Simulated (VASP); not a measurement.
Elastic constants (GPa) of a crystal from LDA (Ceperley-Alder, Perdew-Zunger), VASP's LDA PAW potentials (set 64) (VASP):

```
       xx     yy     zz    yz    xz    xy
--  -----  -----  -----  ----  ----  ----
xx  263.8  114.0  101.8  -0.3   0.0   0.0
yy  114.0  263.8  101.8   0.3   0.0   0.0
zz  101.8  101.8  333.2   0.0   0.0   0.0
yz   -0.3    0.3    0.0  62.8   0.0   0.0
xz    0.0    0.0    0.0   0.0  62.8  -0.3
xy    0.0    0.0    0.0   0.0  -0.3  74.9
```

**Question.** Work out the Voigt, Reuss and Hill moduli, Young's modulus and Poisson's ratio.

**Answer.** All eigenvalues are positive (smallest 62.8 GPa), so the crystal is stable. K_V = (C11+C22+C33+2(C12+C13+C23))/9 = (860.8 + 2×317.6)/9 = 166.2 GPa; G_V = (860.8 − 317.6 + 3×200.5)/15 = 76.3 GPa. From the compliances, K_R = 165.1 GPa and G_R = 73.5 GPa. Hill: K = 165.7 GPa, G = 74.9 GPa, E = 9KG/(3K+G) = 195.3 GPa, ν = (3K−2G)/(2(3K+G)) = 0.304. K/G = 2.21, above Pugh's 1.75; universal anisotropy A^U = 0.20.

**Question.** With a density of 6.75 g/cm³, what are the mean sound speeds?

**Answer.** v_l = √((K+4G/3)/ρ) = 6.27 km/s and v_t = √(G/ρ) = 3.33 km/s. The crystal is InGaN₂ (space group P3m1), trigonal.

The structure comes from a computed database's InGaN2 entry (P3m1); how it stands against other phases isn't given here. It was relaxed first, which changed the volume by -6 %.
